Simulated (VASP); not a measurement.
Given:

Space group Pm-3m (No. 221); a = b = c = 4.6710 Å, α = β = γ = 90.00°

```csv
atom,site,symmetry,x,y,z
Cs,1a,m-3m,0.0000,0.0000,0.0000
I,1b,m-3m,0.5000,0.5000,0.5000
```

Computed with PBE GGA with D3 dispersion (zero damping), VASP's PBE PAW potentials (set 64) (plane waves; VASP). Settings: 520 eV cut-off, 6×6×6 Γ-centred mesh, Gaussian smearing of 0.050 eV, potentials Cs_sv I.

Q: Give the energy at these volumes per atom, relative to the lowest: 47.89, 49.41, 50.94, 52.47, 54.00 Å³.

A: 5.9, 1.4, 0.0, 1.2, 4.7 meV/atom. A third-order Birch-Murnaghan fit gives B0 = 9.2 GPa and B0′ = 4.1.

The compound is CsI in the CsCl type structure. It was relaxed first, which changed the volume by +7 %.
